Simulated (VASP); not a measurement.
OSZICAR of a VASP run on Re (relaxed from the bcc structure, space group Im-3m):

OSZICAR:
```
       N       E                     dE             d eps       ncg     rms          rms(c)
DAV:   1    -0.282514479090E+01   -0.28251E+01   -0.30668E+03  2800   0.932E+02
DAV:   2    -0.134214902591E+02   -0.10596E+02   -0.10193E+02  1722   0.886E+01
DAV:   3    -0.137792932821E+02   -0.35780E+00   -0.35616E+00  3115   0.207E+01
DAV:   4    -0.137796428454E+02   -0.34956E-03   -0.34954E-03  1764   0.656E-01
DAV:   5    -0.137796484426E+02   -0.55972E-05   -0.55955E-05  3269   0.165E-01    0.318E+01
DAV:   6    -0.132486100676E+02    0.53104E+00   -0.82145E-01  2926   0.246E+01    0.133E+01
DAV:   7    -0.130306956094E+02    0.21791E+00   -0.35997E+00  2989   0.207E+01    0.596E-01
DAV:   8    -0.130243570394E+02    0.63386E-02   -0.29841E-03  2156   0.599E-01    0.129E-01
DAV:   9    -0.130240096457E+02    0.34739E-03   -0.31085E-04  2555   0.176E-01    0.335E-02
DAV:  10    -0.180681499137E+02   -0.50441E+01   -0.50398E+01  2198   0.504E-02    0.589E-02
DAV:  11    -0.130240153741E+02    0.50441E+01   -0.36371E+00  1337   0.369E-01    0.517E-03
DAV:  12    -0.130240159862E+02   -0.61216E-06   -0.73011E-08  1015   0.449E-03
   1 F= -.13024016E+02 E0= -.13023895E+02  d E =-.130240E+02
       N       E                     dE             d eps       ncg     rms          rms(c)
DAV:   1    -0.130240856917E+02   -0.70318E-04   -0.45598E-02  1694   0.145E+01    0.654E-01
DAV:   2    -0.130238032259E+02    0.28247E-03   -0.48508E-04  2730   0.734E-01    0.235E-01
DAV:   3    -0.130237238879E+02    0.79338E-04   -0.23988E-04  2723   0.547E-01    0.331E-02
DAV:   4    -0.130237248444E+02   -0.95648E-06   -0.27889E-06  1939   0.361E-02
   2 F= -.13023725E+02 E0= -.13023614E+02  d E =0.291142E-03
       N       E                     dE             d eps       ncg     rms          rms(c)
DAV:   1    -0.130242786579E+02   -0.55477E-03   -0.28973E-02  1680   0.114E+01    0.525E-01
DAV:   2    -0.130240907879E+02    0.18787E-03   -0.32023E-04  2674   0.592E-01    0.191E-01
DAV:   3    -0.130240345647E+02    0.56223E-04   -0.15742E-04  2744   0.441E-01    0.257E-02
DAV:   4    -0.130240343734E+02    0.19133E-06   -0.17213E-06  1750   0.266E-02
   3 F= -.13024034E+02 E0= -.13023916E+02  d E =-.183872E-04
```

**Question.** Which electronic solver shows in the log?

**Answer.** It is blocked Davidson (ALGO = Normal, or the opening steps of other solvers). The INCAR had ALGO = Normal.

**Question.** Can the final energy be trusted as converged?

**Answer.** The calculation finished and met its thresholds. It stopped with EDIFF = 1E-6, NELM = 100, NSW = 60 and EDIFFG = -0.01 after 3 ionic steps (PBEsol GGA, plane waves, VASP's PBE PAW potentials (set 64)).

The structure was generated: Re was put into the bcc type (Im-3m), which need not be its known phase. This run relaxes it. Symmetry was kept, so distortions that lower it aren't found.
